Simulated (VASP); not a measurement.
A VASP calculation is set up with these files.

KPOINTS:
```
Automatic mesh
0
Gamma
6 6 6
0 0 0
```

INCAR:
```
SYSTEM = GaAs
PREC = Accurate
ENCUT = 400
EDIFF = 1E-6
NELM = 100
ALGO = Normal
LREAL = .FALSE.
LASPH = .TRUE.
ISMEAR = 0
SIGMA = 0.05
GGA = PE
LMAXMIX = 4
LWAVE = .FALSE.
LCHARG = .FALSE.
ISIF = 2
```

**POSCAR**
```
GaAs
1
    0.0000000000     2.8250000000     2.8250000000
    2.8250000000     0.0000000000     2.8250000000
    2.8250000000     2.8250000000     0.0000000000
Ga As
1 1
Direct
  0.0000000000   0.0000000000   0.0000000000
  0.2500000000   0.2500000000   0.2500000000
```

POTCAR, in this order: Ga_d As (PBE.64 set). Program: vasp_gam.

Question: Does this input run properly? What does VASP do?

Answer: There is a fault: the Γ-only program was given a k-mesh. VASP stops with an error: You are using the Gamma-point-only version with more than one k-point or some other non-Gamma k-point. ----> I REFUSE TO CONTINUE WITH THIS SICK JOB ... BYE!!! <----

**standard output**
```
 POSCAR found type information on POSCAR GaAs
 POSCAR found :  2 types and       2 ions
 Reading from existing POTCAR
 Reading from existing POTCAR
 LDA part: xc-table for (Slater+PW92), standard interpolation

 -----------------------------------------------------------------------------
|                                                                             |
|     EEEEEEE  RRRRRR   RRRRRR   OOOOOOO  RRRRRR      ###     ###     ###     |
|     E        R     R  R     R  O     O  R     R     ###     ###     ###     |
|     E        R     R  R     R  O     O  R     R     ###     ###     ###     |
|     EEEEE    RRRRRR   RRRRRR   O     O  RRRRRR       #       #       #      |
|     E        R   R    R   R    O     O  R   R                               |
|     E        R    R   R    R   O     O  R    R      ###     ###     ###     |
|     EEEEEEE  R     R  R     R  OOOOOOO  R     R     ###     ###     ###     |
|                                                                             |
|     You are using the Gamma-point-only version with more than one           |
|     k-point or some other non-Gamma k-point.                                |
|                                                                             |
|       ---->  I REFUSE TO CONTINUE WITH THIS SICK JOB ... BYE!!! <----       |
|                                                                             |
 -----------------------------------------------------------------------------
```

To mend it, run vasp_std.

The mended run (PBE GGA, plane waves, VASP's PBE PAW potentials (set 64)) converges, and its OSZICAR ends with
```
   1 F= -.82238594E+01 E0= -.82238594E+01  d E =-.140983E-10
```

The compound is GaAs in the zinc blende structure. The cell was not relaxed at this level.
